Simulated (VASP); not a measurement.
All values below come from r2SCAN meta-GGA, VASP's PBE PAW potentials (set 64) (plane waves; VASP).

VASP input:

File POSCAR:
```
WC
1
    1.4585290190    -2.5262464408     0.0000000000
    1.4585290190     2.5262464408     0.0000000000
    0.0000000000     0.0000000000     2.8399562685
W C
1 1
Direct
  0.0000000000   0.0000000000   0.0000000000
  0.3333330000   0.6666670000   0.5000000000
```

### INCAR
```
ALGO = Normal
EDIFF = 1E-7
EDIFFG = -0.01
ENCUT = 520
IBRION = 2
ISIF = 4
ISMEAR = 1
LASPH = .TRUE.
LCHARG = .FALSE.
LMAXMIX = 6
LMIXTAU = .TRUE.
LREAL = .FALSE.
LWAVE = .FALSE.
METAGGA = R2SCAN
NELM = 100
NSW = 30
PREC = Accurate
SIGMA = 0.1
SYSTEM = WC
```

File KPOINTS:
```
Automatic mesh
0
Gamma
14 14 13
0 0 0
```

POTCAR, in this order: W_sv C (PBE.64 set). Program: vasp_std.

What VASP printed:

**OUTCAR**
```
 ion  position               nearest neighbor table
   1  0.000  0.000  0.000-   2 2.20   2 2.20   2 2.20   2 2.20   2 2.20   2 2.20
   2  0.333  0.667  0.500-   1 2.20   1 2.20   1 2.20   1 2.20   1 2.20   1 2.20
  LATTYP: Found a hexagonal cell.
 ALAT       =     2.9170581035
 C/A-ratio  =     0.9735686324
 Subroutine PRICEL returns:
 Original cell was already a primitive cell.
 Subroutine GETGRP returns: Found 12 space group operations
The static configuration has the point symmetry D_3h.
The dynamic configuration has the point symmetry D_3h.
 Subroutine INISYM returns: Found 12 space group operations
 Subroutine IBZKPT returns following result:
 Found    168 irreducible k-points:

 Following reciprocal coordinates:
            Coordinates               Weight
  0.000000  0.000000  0.000000      1.000000
  0.071429  0.000000  0.000000      6.000000
  0.142857  0.000000  0.000000      6.000000
  0.214286  0.000000  0.000000      6.000000
  0.285714  0.000000  0.000000      6.000000
  0.357143  0.000000  0.000000      6.000000
  0.428571  0.000000  0.000000      6.000000
  0.500000  0.000000  0.000000      3.000000
  0.071429  0.071429  0.000000      6.000000
  0.142857  0.071429  0.000000     12.000000
  0.214286  0.071429  0.000000     12.000000
  0.285714  0.071429  0.000000     12.000000
  0.357143  0.071429  0.000000     12.000000
  0.428571  0.071429  0.000000     12.000000
  0.142857  0.142857  0.000000      6.000000
  0.214286  0.142857  0.000000     12.000000
  0.285714  0.142857  0.000000     12.000000
  0.357143  0.142857  0.000000     12.000000
  0.428571  0.142857  0.000000      6.000000
  0.214286  0.214286  0.000000      6.000000
  0.285714  0.214286  0.000000     12.000000
  0.357143  0.214286  0.000000     12.000000
  0.285714  0.285714  0.000000      6.000000
...
```

File OSZICAR:
```
       N       E                     dE             d eps       ncg     rms          rms(c)
DAV:   1     0.708097381176E+02    0.70810E+02   -0.10101E+04  4368   0.157E+03
DAV:   2    -0.648183626149E+02   -0.13563E+03   -0.13237E+03  5048   0.393E+02
DAV:   3    -0.687142894575E+02   -0.38959E+01   -0.38628E+01  5336   0.620E+01
DAV:   4    -0.687502084656E+02   -0.35919E-01   -0.35897E-01  4821   0.629E+00
DAV:   5    -0.687505049313E+02   -0.29647E-03   -0.29646E-03  5158   0.592E-01    0.336E+01
DAV:   6    -0.612732960841E+02    0.74772E+01   -0.89849E+00  4818   0.375E+01    0.610E+00
DAV:   7    -0.615330390003E+02   -0.25974E+00   -0.40968E-01  4503   0.716E+00    0.493E+00
DAV:   8    -0.614794679087E+02    0.53571E-01   -0.20318E-01  4478   0.525E+00    0.103E+00
DAV:   9    -0.616076475291E+02   -0.12818E+00   -0.12399E-01  4483   0.346E+00    0.684E-01
DAV:  10    -0.616131754297E+02   -0.55279E-02   -0.45889E-03  4673   0.642E-01    0.445E-01
DAV:  11    -0.616134353824E+02   -0.25995E-03   -0.17804E-03  5083   0.323E-01    0.305E-01
DAV:  12    -0.616134101030E+02    0.25279E-04   -0.20433E-03  5013   0.362E-01    0.981E-02
DAV:  13    -0.616134307287E+02   -0.20626E-04   -0.66895E-05  4528   0.885E-02    0.931E-02
DAV:  14    -0.616135051883E+02   -0.74460E-04   -0.66642E-05  4993   0.642E-02    0.276E-02
DAV:  15    -0.616135627321E+02   -0.57544E-04   -0.58808E-05  4438   0.731E-02    0.932E-03
DAV:  16    -0.616135629376E+02   -0.20545E-06   -0.11720E-06  5243   0.110E-02    0.943E-03
DAV:  17    -0.616135634348E+02   -0.49724E-06   -0.39117E-08  2274   0.204E-03    0.808E-03
DAV:  18    -0.616135625541E+02    0.88070E-06   -0.26104E-07  3733   0.455E-03    0.130E-03
DAV:  19    -0.616135628417E+02   -0.28763E-06   -0.21438E-08  2194   0.150E-03    0.114E-03
DAV:  20    -0.616135625886E+02    0.25312E-06   -0.57582E-09  2199   0.967E-04    0.591E-04
DAV:  21    -0.616135627350E+02   -0.14640E-06   -0.11566E-09  2189   0.398E-04    0.149E-04
DAV:  22    -0.616135626980E+02    0.37001E-07   -0.38132E-10  2199   0.219E-04
   1 F= -.61613563E+02 E0= -.61613590E+02  d E =-.616136E+02
       N       E                     dE             d eps       ncg     rms          rms(c)
DAV:   1    -0.616139279394E+02   -0.36520E-03   -0.16202E-02  4373   0.157E+00    0.104E-01
DAV:   2    -0.616136132013E+02    0.31474E-03   -0.66828E-04  4628   0.269E-01    0.572E-02
DAV:   3    -0.616135270309E+02    0.86170E-04   -0.21018E-04  4623   0.153E-01    0.164E-02
DAV:   4    -0.616135339722E+02   -0.69412E-05   -0.18988E-05  4953   0.457E-02    0.842E-03
DAV:   5    -0.616135287598E+02    0.52124E-05   -0.91853E-06  4483   0.365E-02    0.441E-03
DAV:   6    -0.616135335427E+02   -0.47829E-05   -0.24012E-06  4438   0.187E-02    0.134E-03
DAV:   7    -0.616135326171E+02    0.92559E-06   -0.17879E-07  3261   0.490E-03    0.572E-04
DAV:   8    -0.616135336080E+02   -0.99085E-06   -0.64996E-08  2214   0.284E-03    0.242E-04
DAV:   9    -0.616135335332E+02    0.74768E-07   -0.76927E-09  2204   0.114E-03
   2 F= -.61613534E+02 E0= -.61613566E+02  d E =0.291648E-04
       N       E                     dE             d eps       ncg     rms          rms(c)
DAV:   1    -0.616137268083E+02   -0.19320E-03   -0.56012E-03  4373   0.920E-01    0.613E-02
DAV:   2    -0.616136190839E+02    0.10772E-03   -0.23162E-04  4628   0.158E-01    0.336E-02
DAV:   3    -0.616135912212E+02    0.27863E-04   -0.71216E-05  4623   0.895E-02    0.990E-03
DAV:   4    -0.616135895209E+02    0.17003E-05   -0.66311E-06  4953   0.268E-02    0.504E-03
DAV:   5    -0.616135920584E+02   -0.25375E-05   -0.31468E-06  4478   0.213E-02    0.261E-03
DAV:   6    -0.616135903962E+02    0.16623E-05   -0.82958E-07  4438   0.110E-02    0.808E-04
DAV:   7    -0.616135910343E+02   -0.63817E-06   -0.58926E-08  2209   0.288E-03    0.345E-04
DAV:   8    -0.616135904199E+02    0.61449E-06   -0.24047E-08  2204   0.172E-03    0.143E-04
DAV:   9    -0.616135904741E+02   -0.54270E-07   -0.28800E-09  2204   0.712E-04
   3 F= -.61613590E+02 E0= -.61613620E+02  d E =-.277761E-04
```

OUTCAR:
```
------------------------ aborting loop because EDIFF is reached ----------------------------------------
  FORCE on cell =-STRESS in cart. coord.  units (eV):
  Direction    XX          YY          ZZ          XY          YZ          ZX
  --------------------------------------------------------------------------------------
  Total        0.0037769      0.0037769      0.0038701      0.0000000      0.0000000      0.0000000
  in kB        0.2891458      0.2891458      0.2962787      0.0000000      0.0000000      0.0000000
  external PRESSURE =       0.2915234 kB  Pullay stress =       0.0000000 kB
  volume of cell :       20.93
      direct lattice vectors                 reciprocal lattice vectors
     1.458085717 -2.525478619 -0.000000000     0.342915368 -0.197982274  0.000000000
     1.458085717  2.525478619  0.000000000     0.342915368  0.197982274 -0.000000000
     0.000000000  0.000000000  2.841683395     0.000000000 -0.000000000  0.351904087
 POSITION                                       TOTAL-FORCE (eV/Angst)
 -----------------------------------------------------------------------------------
      0.00000      0.00000      2.84168         0.000000     -0.000000      0.000000
      1.45809      0.84183      1.42084        -0.000000      0.000000     -0.000000
 -----------------------------------------------------------------------------------
    total drift:                                0.000000     -0.000388      0.000000
  FREE ENERGIE OF THE ION-ELECTRON SYSTEM (eV)
  ---------------------------------------------------
  free  energy   TOTEN  =       -61.6135904741 eV

  energy  without entropy=      -61.6136793802  energy(sigma->0) =      -61.61362011

 reached required accuracy - stopping structural energy minimisation
```
(Selected blocks of OUTCAR.)

CONTCAR:
```
WC
   1.00000000000000
     1.4580857170816188   -2.5254786192987493   -0.0000000000000000
     1.4580857170816188    2.5254786192987493    0.0000000000000000
     0.0000000000000000    0.0000000000000000    2.8416833953135416
  W               C
     1     1
Direct
     0.0000000000000000    0.0000000000000000    1.0000000000000000
     0.3333330000000032    0.6666669999999968    0.5000000000000000
```

The compound is WC in the wc structure. This run relaxes it. Symmetry was kept, so distortions that lower it aren't found.
